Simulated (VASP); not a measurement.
Data:

```xyz
2
Lattice="0.0000 2.6441 2.6441 2.6441 0.0000 2.6441 2.6441 2.6441 0.0000" Properties=species:S:1:pos:R:3 pbc="T T T"
Li     0.0000     0.0000     0.0000
Cl     2.6441     2.6441     2.6441
```

The numbers are results of vdW-DF2, VASP's PBE PAW potentials (set 64) (plane waves; VASP), not measurements. Numerical set-up: 520 eV cut-off, 9×9×9 Γ-centred mesh, Gaussian smearing of 0.050 eV, potentials Li_sv Cl.

Q: Give the stress tensor in GPa (positive for a compressed cell).

A: 
```
-1.68   0.00   0.00
 0.00  -1.68   0.00
 0.00   0.00  -1.68
```
The pressure is its mean diagonal, -1.68 GPa.

The compound is LiCl in the rock salt structure. This cell is one point of a volume scan, at 1.06 of the reference volume.
